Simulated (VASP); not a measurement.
A run of VASP 6.6.1 is set up as follows.

Contents of POSCAR:

```
LuScN2
1.0
    3.3213599958      0.0000000000      0.0000000000
    0.0000000000      3.2725982814      0.0000000000
    0.0000000000      0.0000000000      4.6188239083
Sc N Lu
1 2 1
Direct
    0.0000000000      0.0000000000      0.0000000000
    0.0000000000      0.0000000000      0.5000000000
    0.5000000000      0.5000000000      0.0000000000
    0.5000000000      0.5000000000      0.5000000000
```

File INCAR.step1:

```
SYSTEM = LuScN2
PREC = Accurate ; ENCUT = 520
ISMEAR = -1 ; SIGMA = 0.02
LREAL = .FALSE. ; LASPH = .TRUE.
NELM = 100 ; NBANDS = 31
GGA = PE ; ALGO = Normal
EDIFF = 1E-4 ; LWAVE = .TRUE.
LCHARG = .FALSE.
```

INCAR.step2

```
SYSTEM = LuScN2
PREC = Accurate ; ENCUT = 520
EDIFF = 1E-7 ; ISMEAR = -1
SIGMA = 0.02 ; LREAL = .FALSE.
LASPH = .TRUE. ; NELM = 100
ALGO = Normal ; ISIF = 2
LWAVE = .FALSE. ; LCHARG = .TRUE.
METAGGA = R2SCAN ; LMIXTAU = .TRUE.
LELF = .TRUE. ; LVHAR = .TRUE.
NBANDS = 31 ; ISTART = 1
```

File KPOINTS:

```
Automatic mesh
0
G
  8 8 6
  0 0 0
```

Potentials or basis: VASP PAW PBE potentials, release 64 (Sc_sv, N, Lu).

Launch:

```bash
$ cat potpaw_PBE.64/Sc_sv/POTCAR potpaw_PBE.64/N/POTCAR potpaw_PBE.64/Lu/POTCAR > POTCAR
$ cp INCAR.step1 INCAR
$ mpirun -np 1 vasp_std > vasp.out
$ cp INCAR.step2 INCAR
$ mpirun -np 1 vasp_std > vasp.out
```

(1) Predict the pressure.

(2) Estimate the band gap on the k mesh.

Results:

(1) -1.3 GPa.

(2) 0.14 eV, direct.

Caveat: the PAW data sets were made with another functional, which shifts forces and pressure a little; spin-orbit coupling is left out, which moves the levels of the heavy elements.
